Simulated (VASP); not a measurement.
Data:

```yaml
crystal:
  lattice:
    - [1.84210, -3.19060, 0.00000]
    - [1.84210, 3.19060, 0.00000]
    - [0.00000, 0.00000, 5.67525]
  atoms:
    - { symbol: Y, position: [0.33333, 0.66667, 0.25000] }
    - { symbol: Y, position: [0.66667, 0.33333, 0.75000] }
```

The numbers are results of r2SCAN meta-GGA, VASP's PBE PAW potentials (set 64) (plane waves; VASP), not measurements. Numerical set-up: 480 eV cut-off, 10×10×6 Γ-centred mesh, first-order Methfessel-Paxton smearing of 0.10 eV, potentials Y_sv.

Each row applies one change to this cell, which was relaxed at other settings and keeps the small stress of the first row; at a fixed cut-off the stress holds a Pulay part, so it need not integrate to ΔE exactly. Stress is in GPa, positive when the cell is compressed.

```json
[
 {"change": "none", "ΔE (meV/atom)": "0.0", "σxx": "0.00", "σyy": "0.00", "σzz": "0.00", "largest shear component, with its sign (GPa)": "0.00", "largest force (eV/Å)": "0.000"},
 {"change": "atom 1 (Y) moved by 0.025 Å along x", "ΔE (meV/atom)": "0.2", "σxx": "0.00", "σyy": "-0.01", "σzz": "0.00", "largest shear component, with its sign (GPa)": "0.11", "largest force (eV/Å)": "0.034"},
 {"change": "isotropic strain of -2.0 %", "ΔE (meV/atom)": "[?]", "σxx": "[?]", "σyy": "[?]", "σzz": "[?]", "largest shear component, with its sign (GPa)": "[?]", "largest force (eV/Å)": "[?]"},
 {"change": "atom 1 (Y) moved by -0.025 Å along x", "ΔE (meV/atom)": "0.2", "σxx": "0.00", "σyy": "-0.01", "σzz": "0.00", "largest shear component, with its sign (GPa)": "-0.11", "largest force (eV/Å)": "0.034"},
 {"change": "uniaxial strain of -1.5 % along z", "ΔE (meV/atom)": "2.0", "σxx": "0.27", "σyy": "0.27", "σzz": "1.20", "largest shear component, with its sign (GPa)": "0.00", "largest force (eV/Å)": "0.000"},
 {"change": "atom 2 (Y) moved by -0.050 Å along x", "ΔE (meV/atom)": "0.9", "σxx": "0.00", "σyy": "-0.02", "σzz": "0.01", "largest shear component, with its sign (GPa)": "0.22", "largest force (eV/Å)": "0.068"},
 {"change": "uniaxial strain of +3.0 % along z", "ΔE (meV/atom)": "[?]", "σxx": "[?]", "σyy": "[?]", "σzz": "[?]", "largest shear component, with its sign (GPa)": "[?]", "largest force (eV/Å)": "[?]"}
]
```

**Question.** Some entries are withheld; supply them.

**Answer.** 
- isotropic strain of -2.0 %, ΔE (meV/atom): 16.1
- isotropic strain of -2.0 %, σxx: 2.85
- isotropic strain of -2.0 %, σyy: 2.85
- isotropic strain of -2.0 %, σzz: 2.55
- isotropic strain of -2.0 %, largest shear component, with its sign (GPa): 0.00
- isotropic strain of -2.0 %, largest force (eV/Å): 0.000
- uniaxial strain of +3.0 % along z, ΔE (meV/atom): 7.4
- uniaxial strain of +3.0 % along z, σxx: -0.49
- uniaxial strain of +3.0 % along z, σyy: -0.49
- uniaxial strain of +3.0 % along z, σzz: -2.18
- uniaxial strain of +3.0 % along z, largest shear component, with its sign (GPa): 0.00
- uniaxial strain of +3.0 % along z, largest force (eV/Å): 0.000

Failed runs are left out, and for metals the shear rows, which the mesh's noise covers.

The compound is Y in the hcp structure.
